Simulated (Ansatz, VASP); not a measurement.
# WC (Qusongite): VASP beside Ansatz, part 2 of 2

One calculation is typed for both programs; each brings its own data sets. How far apart do they land? The cell is taken from a series of runs on this material, whose earlier steps may have relaxed, scaled, displaced or heated it; both programs get it as it stands.

VASP 6.6.1 and Ansatz 0.2.0.

So far: Starting point; Ansatz: zone-centre phonons, LDA; VASP: zone-centre phonons, LDA.

### Step 3. VASP: zone-centre phonons, LDA (continued)

Level of this step: LDA; plane waves and PAW (C, W) (VASP).

Numbers of over 12 decimals in the logs are rounded to 6 here.

OUTCAR, selected parts (step 3):

```text
ion  position               nearest neighbor table
   1  0.667  0.333  0.500-   2 2.20   2 2.20   2 2.20   2 2.20   2 2.20   2 2.20
   2  1.000  0.000  0.000-   1 2.20   1 2.20   1 2.20   1 2.20   1 2.20   1 2.20

  LATTYP: Found a hexagonal cell.
 ALAT       =     2.8683827977
 C/A-ratio  =     1.0100527870

 Subroutine GETGRP returns: Found 12 space group operations
 (whereof 12 operations were pure point group operations)

The static configuration has the point symmetry D_3h.

 Found    333 irreducible k-points:

   k-points           NKPTS =    333   k-points in BZ     NKDIM =    333   number of bands    NBANDS=     11

   dimension x,y,z NGX =    24 NGY =   24 NGZ =   24
   dimension x,y,z NGXF=    48 NGYF=   48 NGZF=   48

   ENCUT  =  600.0 eV  44.10 Ry    6.64 a.u.   5.73  5.73  5.79*2*pi/ulx,y,z

   NELECT =      10.0000    total number of electrons

 k-points in reciprocal lattice and weights: Automatic mesh
   0.00000000  0.00000000  0.00000000       0.000
   0.05555556  0.00000000  0.00000000       0.001
   0.11111111  0.00000000  0.00000000       0.001
   0.16666667  0.00000000  0.00000000       0.001
   0.22222222  0.00000000  0.00000000       0.001
   0.27777778  0.00000000  0.00000000       0.001
   0.33333333  0.00000000  0.00000000       0.001
   0.38888889  0.00000000  0.00000000       0.001
   0.44444444  0.00000000  0.00000000       0.001
[...]
0.33333333  0.27777778  0.50000000       0.002
   0.33333333  0.33333333  0.50000000       0.000

 average (electrostatic) potential at core
       1 -50.1901       2 -37.5182

  Total       -0.0072172     -0.0072172     -3.2996894      0.0000000     -0.0000000      0.0000000
  in kB       -0.5601362     -0.5601362   -256.0929406      0.0000000     -0.0000000      0.0000000
  external PRESSURE =     -85.7377376 kB  Pullay stress =       0.0000000 kB

  energy-cutoff  :      600.00
  volume of cell :       20.64
      direct lattice vectors                 reciprocal lattice vectors
     2.868382798  0.000000000  0.000000000     0.348628503  0.201280760  0.000000000
    -1.434191399  2.484092371  0.000000000     0.000000000  0.402561520  0.000000000
     0.000000000  0.000000000  2.897218039     0.000000000  0.000000000  0.345158696

 POSITION                                       TOTAL-FORCE (eV/Angst)
 -----------------------------------------------------------------------------------
      1.43419      0.82803      1.44861        -0.000000      0.000000      0.000000
      2.86838      0.00000      0.00000         0.000000     -0.000000      0.000000
 -----------------------------------------------------------------------------------
    total drift:                               -0.000000      0.000000      0.000000

 Eigenvectors and eigenvalues of the dynamical matrix
 ----------------------------------------------------

   1 f  =   18.125345 THz   113.884904 2PiTHz  604.596442 cm-1    74.960371 meV
             X         Y         Z           dx          dy          dz
      1.434191  0.828031  1.448609    -0.588930    0.769306    0.000000
      2.868383  0.000000  0.000000     0.150537   -0.196642   -0.000000

   2 f  =   18.125345 THz   113.884904 2PiTHz  604.596442 cm-1    74.960371 meV
             X         Y         Z           dx          dy          dz
      1.434191  0.828031  1.448609     0.769306    0.588930    0.000000
      2.868383  0.000000  0.000000    -0.196642   -0.150537    0.000000

   3 f  =   16.327036 THz   102.585795 2PiTHz  544.611312 cm-1    67.523167 meV
             X         Y         Z           dx          dy          dz
      1.434191  0.828031  1.448609     0.000000    0.000000    0.968842
      2.868383  0.000000  0.000000     0.000000    0.000000   -0.247679

   4 f/i=    0.000203 THz     0.001277 2PiTHz    0.006777 cm-1     0.000840 meV
             X         Y         Z           dx          dy          dz
      1.434191  0.828031  1.448609    -0.034348   -0.245254   -0.000000
      2.868383  0.000000  0.000000    -0.134377   -0.959486   -0.000000

   5 f/i=    0.000203 THz     0.001277 2PiTHz    0.006777 cm-1     0.000840 meV
             X         Y         Z           dx          dy          dz
      1.434191  0.828031  1.448609     0.245254   -0.034348   -0.000000
      2.868383  0.000000  0.000000     0.959486   -0.134377   -0.000000

   6 f/i=    0.000700 THz     0.004395 2PiTHz    0.023334 cm-1     0.002893 meV
             X         Y         Z           dx          dy          dz
      1.434191  0.828031  1.448609     0.000000   -0.000000    0.247679
      2.868383  0.000000  0.000000     0.000000   -0.000000    0.968842

 ELASTIC MODULI CONTR FROM IONIC RELAXATION (kBar)
 Direction    XX          YY          ZZ          XY          YZ          ZX
 --------------------------------------------------------------------------------
 XX        -103.0064    103.0064     -0.0000      0.0000      0.0000     -0.0000
 YY         103.0064   -103.0064      0.0000      0.0000     -0.0000      0.0000
 ZZ          -0.0000      0.0000     -0.0000      0.0000      0.0000     -0.0000
 XY           0.0000      0.0000      0.0000   -103.0064      0.0000     -0.0000
 YZ           0.0000     -0.0000      0.0000      0.0000     -0.0000      0.0000
 ZX          -0.0000      0.0000     -0.0000     -0.0000      0.0000     -0.0000
 --------------------------------------------------------------------------------
```

Energies printed during the response cycles are not total energies of the cell.

### Step 4. Side by side

Known differences besides the potentials themselves: the two LDA forms differ slightly; the data sets hold 18 valence electrons in Ansatz (on its PAW soft_1 files) and 10 in VASP; the cutoff is 420 eV in Ansatz and 600 eV in VASP; VASP's log shows a relativistic correction to its local exchange, Ansatz's none. Total energies have different zeros and are not compared.

The two programs side by side:

```
                  quantity  Ansatz   VASP  difference
     optical mode 1 (cm⁻¹)   537.8  544.6     -1.25 %
optical mode 2 to 3 (cm⁻¹)   599.2  604.6     -0.89 %
```

Modes are paired by rising frequency, not by their patterns, so a pair may set unlike modes beside each other; they are those without the splitting of longitudinal modes.

### Step 5. Outcome

| Item | Value |
| --- | --- |
| r.m.s. difference of the optical zone-centre modes, each program's sorted by frequency (zone-centre phonons, LDA) | 5.9 cm⁻¹ |
| difference in optical mode 1 (zone-centre phonons, LDA) | -1.2 % |

The r.m.s. difference of the optical zone-centre modes, each program's sorted by frequency is 5.9 cm⁻¹ (zone-centre phonons, LDA). The data sets hold unlike numbers of valence electrons (18 in Ansatz and 10 in VASP), so part of the differences comes from the potentials. Among the rows given in per cent, the largest difference of the zone-centre phonons, LDA pair is in optical mode 1, -1.2 %. Such differences can come from data sets, numerical settings and the points named under the comparisons, not from the functional's error against experiment.

[Lines on the potential files, build, host, timing and source positions are cut from VASP's logs without a mark.]

[Logs are printed without paths, hosts, clocks, repeated set-up lines and the standing remarks that a program may print on its own settings, such as how far it seeks lower states.]

[Hosts, paths, dates, database ids (printed as entryN), source tags and the programs' standing remarks are cut or masked in the printed files.]
